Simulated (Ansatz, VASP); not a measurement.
**Cross-check of Ti (Titanium) between VASP and Ansatz**

Wanted: the spread between two codes on one cell, functional and k mesh. The structure shown comes from an earlier Ansatz run, which isn't shown and may have moved the atoms alone.

Main program and level: Ansatz 0.2.0; plane waves, with VASP 6.6.1 beside it; elastic constants at PBEsol.

**1. Starting point**

It takes space group P6_3/mmc (No. 194, hexagonal). Conventional cell: a = 2.902 Å, b = 2.902 Å, c = 4.602 Å, α = 90.00°, β = 90.00°, γ = 120.00°. Nearest to Ti lie 12 Ti at 2.85 to 2.90 Å.

**2. Ansatz: elastic constants, PBEsol**

Ansatz runs on its default PAW (the set named soft_2) files.

Elastic constants are differences of stresses under small strains, so they test the stress and the mesh.

File input.yaml:

```yaml
crystal:
  lattice:
    - [2.9022020775, 0.0, 0.0]
    - [-1.4511010388, 2.5133807261, 0.0]
    - [0.0, 0.0, 4.6020111502]
  atoms:
    - { symbol: Ti, position: [0.3333333333, 0.6666666667, 0.25] }
    - { symbol: Ti, position: [0.6666666667, 0.3333333333, 0.75] }
kpoints:
  mp_grid: { grid: [21, 21, 12] }
hamiltonian:
  xc: pbesol
scf:
  occupations: { method: fermi_dirac, width: 0.15 }
output:
  forces: true
  stress: true
  eigenvalues: true
elastic:
  mode: relaxed_ion
  amplitude: 0.01
basis:
  ecutwfc: 550
```

Command:

```console
ansatz run input.yaml --threads 8 --pin off --max-ram 14336MiB --backend cpu --events-out ev --progress --plain --runs-dir out
```

Numbers of over 12 decimals in the logs are rounded to 6 here.

Output:

```text
band count auto-derived: 18 (N_el = 24.0; filled up to band 12; 16 by the electrons, moments and atoms)
Engine: ansatz 0.2.0, aarch64-unknown-linux-gnu
Pseudopotentials: kind: paw
Pseudopotential: Ti, paw, valence charge 12, recommended cutoff 420 eV (normal), Ti.paw.azcp
Functional definition: PBEsol
  exchange = pbesol_x
  correlation = pbesol_c
Crystal: 2 atoms, lattice volume = 33.569 Å³
Basis set: ecut = 550 eV, 989 PW (Γ), exchange–correlation on 48×48×72 points (8 copies of the dense FFT grid, shifted against one another)
Bands: 18, of which v1, the nominal top of the filled ones, is band 12 counted from 1 (11 counted from 0)
Symmetry: 24 space group operations
Space group: P63/mmc (ITA 194), of the structure as read, at distance tolerance 3.2e-5 Å
k-points: 336 of 5292
Non-local potential: Ti, projectors of the file, l = 0: 3, l = 1: 2, l = 2: 3, l = 3: 1
PAW form: soft (Blöchl's): semilocal exchange-correlation on the pseudo side does not see the compensation charge
PAW frozen core: Ti, regenerated for the run's functional, and the local potential with it (the file was generated under x = pbe(κ = 0.804, μ = 0.219515), c = pbe(β = 0.066725))
PAW one-centre angular grid: Ti, 590 points (default); XC on 64 Gauss nodes
Initial density: superposition of atomic densities (neutral atoms: chi_scale 0, normalization atom), corrected by the library's trained network
Initial wavefunctions: pseudopotential atomic-orbital guess
Functional: x = pbesol(κ = 0.804, μ = 0.123457), c = pbesol(β = 0.046)
SCF iter   1: F=—  HF=-4947.882346 eV  |F-HF|=—  |Δ(HF+E_count)|=         —  Δρ=6.98e-3  dr2=1.26e-2  ethr=1.77e-3  ⟨swp⟩=4.2  Hψ=25208  notcnv=0
preconditioner: auto → none  [metal: Δε(μ)=0.005 eV  Ē_g=3.595 eV  σ=0.150 eV  W_gap=0.01  n_scr=8 (ndim 8)  ℏωp=18.1 eV  f_vac=0.000  D(μ)=2.29/eV (n_scr^D=22)  sad-step TF]
SCF iter   2: F=—  HF=-4947.878785 eV  |F-HF|=—  |Δ(HF+E_count)|=   3.56e-3  Δρ=3.14e-3  dr2=2.67e-3  ethr=5.24e-5  ⟨swp⟩=1.1  Hψ=8787  notcnv=0
SCF iter   3: F=—  HF=-4947.878075 eV  |F-HF|=—  |Δ(HF+E_count)|=   7.11e-4  Δρ=2.75e-4  dr2=1.05e-5  ethr=1.11e-5  ⟨swp⟩=2.9  Hψ=11290  notcnv=0
SCF iter   4: F=—  HF=-4947.878063 eV  |F-HF|=—  |Δ(HF+E_count)|=   1.14e-5  Δρ=3.42e-5  dr2=1.72e-7  ethr=4.39e-8  ⟨swp⟩=2.6  Hψ=10713  notcnv=0
SCF iter   5: F=—  HF=-4947.878063 eV  |F-HF|=—  |Δ(HF+E_count)|=   4.38e-7  Δρ=2.64e-6  dr2=1.58e-9  ethr=7.16e-10  ⟨swp⟩=2.5  Hψ=9827  notcnv=0
SCF iter   6: F=—  HF=-4947.878063 eV  |F-HF|=—  |Δ(HF+E_count)|=  3.26e-10  Δρ=7.10e-7  dr2=9.56e-11  ethr=6.58e-12  ⟨swp⟩=2.8  Hψ=11418  notcnv=0
SCF iter   7: F=—  HF=-4947.878063 eV  |F-HF|=—  |Δ(HF+E_count)|=  3.82e-11  Δρ=9.55e-8  dr2=1.52e-12  ethr=3.98e-13 (applied; sched 1.00e-12)  ⟨swp⟩=2.8  Hψ=10530  notcnv=0
SCF iter   8: F=-4947.878063 eV  HF=-4947.878063 eV  |F-HF|=1.82e-12  |Δ(HF+E_count)|=    0.00e0  Δρ=9.16e-9  dr2=1.08e-14  ethr=1.00e-12  ⟨swp⟩=4.0  Hψ=17564  notcnv=0
SCF 1 converged in 8 iterations: F = -4947.878063 eV  dr2 = 1.08e-14
  greatest PAW one-centre occupation: 0.999 electrons in one spin orbital (limit 2), on the Ti atom at site 1 (counted from 0), in its partial waves of l = 0
Crystal: 2 atoms, lattice volume = 32.897 Å³
Basis set: ecut = 550 eV, 977 PW (Γ), exchange–correlation on 48×48×72 points (8 copies of the dense FFT grid, shifted against one another)
Symmetry: 8 space group operations
k-points: 847 of 5292
Initial density: handed on by an earlier stage of this run
Initial wavefunctions: pseudopotential atomic-orbital guess (no wavefunctions were taken with the density)
iter 1 solved again at ethr=2.03e-3 eV; its pass at ethr=3.10e-3 eV (dr2=4.87e-1 eV) is discarded
SCF iter   1: F=—  HF=-4948.048615 eV  |F-HF|=—  |Δ(HF+E_count)|=         —  Δρ=4.93e-2  dr2=4.87e-1  ethr=2.03e-3  ⟨swp⟩=1.0  Hψ=85212  notcnv=0
preconditioner: auto → none  [metal: Δε(μ)=0.004 eV  Ē_g=3.839 eV  σ=0.150 eV  W_gap=0.01  n_scr=8 (ndim 8)  ℏωp=18.3 eV  f_vac=0.000  D(μ)=2.04/eV (n_scr^D=22)]
[...]
SCF 37 converged in 7 iterations: F = -4947.876614 eV  dr2 = 5.41e-16
relax step   3: F+E_penalty+E_count = -4947.87661385 eV  Δ(F+E_penalty+E_count) = -4.405e-8 eV  max|allowed force component| = 1.159e-5 eV/Å  Δτ_max = 0.0001 Å  (7 SCF iters, accepted)
[...]
SCF iter   6: F=—  HF=-4947.876614 eV  |F-HF|=—  |Δ(HF+E_count)|=    0.00e0  Δρ=5.58e-8  dr2=2.64e-13  ethr=3.38e-15 (applied; sched 1.00e-12)  ⟨swp⟩=1.0  Hψ=25146  notcnv=0
iter 7 did not close the SCF: its close was put off for the readings that it lacked (scf_convergence_deferred on its scf_iter line)
SCF iter   7: F=-4947.876614 eV  HF=-4947.876614 eV  |F-HF|=0.00e0  |Δ(HF+E_count)|=    0.00e0  Δρ=2.75e-8  dr2=6.42e-14  ethr=1.10e-15 (applied; sched 1.00e-12)  ⟨swp⟩=1.0  Hψ=25146  notcnv=0
iter 8 did not close the SCF: its close was put off for the readings that it lacked (scf_convergence_deferred on its scf_iter line)
SCF iter   8: F=-4947.876614 eV  HF=-4947.876614 eV  |F-HF|=1.82e-12  |Δ(HF+E_count)|=  1.82e-12  Δρ=1.25e-8  dr2=1.32e-14  ethr=4.17e-16 (applied; sched 1.00e-12)  ⟨swp⟩=1.0  Hψ=25146  notcnv=0
iter 9 did not close the SCF: its close was put off for the readings that it lacked (scf_convergence_deferred on its scf_iter line)
SCF iter   9: F=-4947.876614 eV  HF=-4947.876614 eV  |F-HF|=9.09e-13  |Δ(HF+E_count)|=  9.09e-13  Δρ=8.64e-9  dr2=6.31e-15  ethr=4.17e-16 (applied; sched 1.00e-12)  ⟨swp⟩=1.0  Hψ=25146  notcnv=0
iter 10 did not close the SCF: its close was put off for the readings that it lacked (scf_convergence_deferred on its scf_iter line)
SCF iter  10: F=-4947.876614 eV  HF=-4947.876614 eV  |F-HF|=0.00e0  |Δ(HF+E_count)|=    0.00e0  Δρ=6.57e-11  dr2=6.64e-19  ethr=4.17e-16 (applied; sched 1.00e-12)  ⟨swp⟩=1.0  Hψ=25146  notcnv=0
SCF iter  11: F=-4947.876614 eV  HF=-4947.876614 eV  |F-HF|=0.00e0  |Δ(HF+E_count)|=    0.00e0  Δρ=1.91e-11  dr2=4.44e-20  ethr=1.00e-12  ⟨swp⟩=1.0  Hψ=55880  notcnv=0
SCF 38 converged in 11 iterations: F = -4947.876614 eV  dr2 = 4.44e-20
SCF converged after 8 iterations
Free energy (F): -4947.878063 eV
Harris-Foulkes:  -4947.878063 eV  (|F-HF|=1.82e-12)
Internal energy: -4947.695080 eV  (E = F + TS)
E sigma→0 (E₀):  -4947.786571 eV
Entropy (-TS):   -0.182983 eV (-91.491 meV/atom)
Fermi energy:    13.756502 eV
--- Per-component energies (eV) ---
  E_band       = -301.197484
  E_kinetic    = 546.091148
  E_local      = -1589.248478  (includes V_loc(G=0)·N_el)
  E_nonlocal   = 18.923498
  E_hartree    = 653.970609
  E_xc         = -193.803258
  E_vxc        = -243.546394  (∫ρ·V_xc dr)
  E_paw        = -2045.183904  (= ΣΔE_a)
  E_vpaw       = -341.358520  (= ΣTr[D̂ρ^β])
  E_aug_tail   = 0.000042  (compensation charges beyond the density's cutoff)
  E_ewald      = -2338.723506
  E_core_change = 0.278769  (= ΣΔE_core)
  E_smearing   = -0.182983  (= −TS)
  E_closure    = 0.000000  (closes the sum)
  Σ components = -4947.878063   (vs F -4947.878063, Δ=0.00e0)
--- Forces (eV/Å), atoms counted from 1 ---
  atom   1  Ti    -0.00000000     0.00000000     0.00000000
  atom   2  Ti     0.00000000    -0.00000000    -0.00000000
  max |Σ_I F_I| component: 1.48e-16 eV/Å
--- Stress (GPa, compression-positive) ---
        0.000406       0.000000       0.000000
        0.000000       0.000406       0.000000
        0.000000       0.000000       0.000943
  P = ⅓ Tr σ = 0.0006 GPa (0.006 kbar)
--- Band table (eV; the first three rows and the last of 336) ---
  k-point 0: bands = [... 8 lower, 7.5336, 11.0290, 14.5993, 14.5993, 14.6599, 14.7334, 15.1262, 15.1262, ... 2 higher]
  k-point 1: bands = [... 8 lower, 7.5944, 11.0039, 14.5503, 14.5674, 14.5674, 14.6988, 15.0916, 15.0916, ... 2 higher]
  k-point 2: bands = [... 8 lower, 7.7742, 10.9133, 14.2857, 14.5014, 14.5014, 14.5990, 14.9980, 14.9980, ... 2 higher]
  k-point 335: bands = [... 8 lower, 12.5098, 12.5098, 12.6792, 12.6792, 13.6026, 13.6026, 15.5481, 15.5481, ... 2 higher]
--- Elastic constants: 3 strain directions × 4 members + reference (group order 24) ---
  dense FFT box of the reference and of every strained cell: 24×24×36
  strains applied: 11, 33, 23; error gains: componentwise 1.00 (the most a stress slope's error grows in a printed constant), spectral 1.41 (1 for all six strains in a standard setting)
  C = ∂σ_k/∂η_j (tension-positive GPa; Voigt order 11 22 33 23 13 12):
       154.113    112.583     82.175     -0.000     -0.000      0.000
       112.583    154.113     82.175      0.000     -0.000      0.000
        82.178     82.178    192.074     -0.000      0.000      0.000
         0.000     -0.000     -0.000     34.656     -0.000     -0.000
         0.000     -0.000      0.000      0.000     34.656     -0.000
         0.000     -0.000      0.000      0.000     -0.000     20.765
  reference stress σ⁰ (GPa):     -0.000     -0.000     -0.001     -0.000     -0.000     -0.000
  C* (energy form; C + prestress term) asymmetry max|C*_kj − C*_jk| = 2.093e-3 GPa — a small one proves nothing (zero by symmetry where the batch's group is 432, −43m or m−3m); a large one is finite-difference/SCF noise where every solve meets its electron count
  moduli (Voigt/Reuss/Hill, GPa): K = 117.13/117.09/117.11   G = 32.91/28.96/30.93   E = 85.29   ν = 0.379
  mechanically stable: yes (min eigenvalue of sym C = 20.76 GPa)
  harmonic check of the ions' relaxations: strain 23: 1 pair too noisy to judge
  the stresses are not corrected for the forces that the relaxations left standing (`elastic.f_tol`)
  strain η (Voigt 11):  stress-route row diagonal C_11 = 154.11 GPa, energy-path curvature d²(F+E_count+ΔE)/dδ²/Ω₀ = 154.13 GPa
    cells at ±δ against ±2δ: C21 112.43 and 111.97 GPa, apart by 0.30 % of the column's largest entry
         δ    σ_11 (GPa)             F (eV)   n_scf  n_hpsi   n_pw
    -2.000e-2      -3.2717       -4947.8713370      11  280870    990   relax 4 steps, max|allowed force component| 8.28e-6 eV/Å
    -1.000e-2      -1.5897       -4947.8764141      11  280876    998   relax 3 steps, max|allowed force component| 7.58e-6 eV/Å
     1.000e-2       1.4922       -4947.8764826      11  281399   1016   relax 3 steps, max|allowed force component| 3.01e-5 eV/Å
     2.000e-2       2.8901       -4947.8718748      11  281772   1027   relax 4 steps, max|allowed force component| 3.27e-5 eV/Å
  strain η (Voigt 33):  stress-route row diagonal C_33 = 192.07 GPa, energy-path curvature d²(F+E_count+ΔE)/dδ²/Ω₀ = 192.07 GPa
    cells at ±δ against ±2δ: C23 82.25 and 82.46 GPa, apart by 0.11 % of the column's largest entry
         δ    σ_33 (GPa)             F (eV)   n_scf  n_hpsi   n_pw
    -2.000e-2      -4.0313       -4947.8697459       7  100926   1008   relax 0 steps, max|allowed force component| 8.33e-17 eV/Å
    -1.000e-2      -1.9692       -4947.8760159       5   96540   1014   relax 0 steps, max|allowed force component| 1.30e-16 eV/Å
     1.000e-2       1.8720       -4947.8760858       5   98276   1026   relax 0 steps, max|allowed force component| 1.02e-16 eV/Å
     2.000e-2       3.6496       -4947.8702845       6   90813   1032   relax 0 steps, max|allowed force component| 7.40e-17 eV/Å
  strain η (Voigt 23):  stress-route row diagonal C_44 = 34.66 GPa, energy-path curvature d²(F+E_count+ΔE)/dδ²/Ω₀ = 34.66 GPa
    cells at ±δ against ±2δ: C44 34.62 and 34.50 GPa, apart by 0.35 % of the column's largest entry
         δ    σ_23 (GPa)             F (eV)   n_scf  n_hpsi   n_pw
    -2.000e-2      -0.6899       -4947.8766139      11  466868   1010   relax 3 steps, max|allowed force component| 1.16e-5 eV/Å
    -1.000e-2      -0.3462       -4947.8777001      12  491422   1014   relax 2 steps, max|allowed force component| 1.27e-5 eV/Å
     1.000e-2       0.3462       -4947.8777001      11  466269   1014   relax 3 steps, max|allowed force component| 1.35e-6 eV/Å
     2.000e-2       0.6899       -4947.8766139      11  466842   1010   relax 3 steps, max|allowed force component| 1.16e-5 eV/Å
```

In the SCF lines HF is the Harris–Foulkes energy and dr2 the Hartree energy of the density residual, in eV; the loop may stop once dr2 is under the threshold and the program's other checks hold. Hψ counts applications of the Hamiltonian.

(Continued in part 2 of 2.)

[Lines on the potential files, build, host, timing and source positions are cut from VASP's logs without a mark.]

[Logs are printed without paths, hosts, clocks, repeated set-up lines and the standing remarks that a program may print on its own settings, such as how far it seeks lower states.]

[Hosts, paths, dates, database ids (printed as entryN), source tags and the programs' standing remarks are cut or masked in the printed files.]
